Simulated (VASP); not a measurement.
VASP ran on this input.

### INCAR
```
SYSTEM = Sn
PREC = Accurate
ENCUT = 520
EDIFF = 1E-6
NELM = 100
ALGO = Normal
LREAL = .FALSE.
LASPH = .TRUE.
ISMEAR = 1
SIGMA = 0.1
METAGGA = R2SCAN
LUSE_VDW = .TRUE.
BPARAM = 11.95
CPARAM = 0.0093
LMIXTAU = .TRUE.
LMAXMIX = 4
LWAVE = .FALSE.
LCHARG = .FALSE.
IBRION = 2
ISIF = 3
NSW = 60
EDIFFG = -0.01
```

### POSCAR
```
Sn
1
   -2.9235401611     2.9235401611     1.5895748995
    2.9235401611    -2.9235401611     1.5895748995
    2.9235401611     2.9235401611    -1.5895748995
Sn
2
Direct
  0.2500000000   0.7500000000   0.5000000000
  1.0000000000   0.0000000000   1.0000000000
```

**KPOINTS**
```
K-points
0
Gamma
  12 12 12
```

POTCAR, in this order: Sn_d (PBE.64 set). Program: vasp_std.

Problem. Translate this r2SCAN+rVV10 calculation to Ansatz.

Solution. One equivalent input (not run):
Ansatz 0.2 input:
```yaml
crystal:
  lattice:
    - [-2.9235402, 2.9235402, 1.5895749]
    - [2.9235402, -2.9235402, 1.5895749]
    - [2.9235402, 2.9235402, -1.5895749]
  atoms:
    - { symbol: Sn, position: [0.2500000, 0.7500000, 0.5000000] }
    - { symbol: Sn, position: [1.0000000, 0.0000000, 1.0000000] }
kpoints:
  mp_grid: { grid: [12, 12, 12] }
hamiltonian:
  xc: r2scan
  dispersion: rvv10
  pseudopotentials: { kind: paw }
scf:
  occupations: { method: methfessel_paxton, width: 0.1 }
  max_iter: 100
relax:
  max_steps: 60
  f_tol: 0.01
  cell: {}
output: { forces: true, stress: true, eigenvalues: true }
```
Limits of the translation: each code has its own PAW files, so the cut-off isn't converted (ENCUT is set for VASP's; basis.ecutwfc is left out, and Ansatz then takes the one that its files recommend); Ansatz stops its SCF on the density residual and VASP on the energy change (EDIFF).

The compound is Sn in the beta structure. This run relaxes it. Symmetry was kept, so distortions that lower it aren't found. The start is the result of an earlier pass.
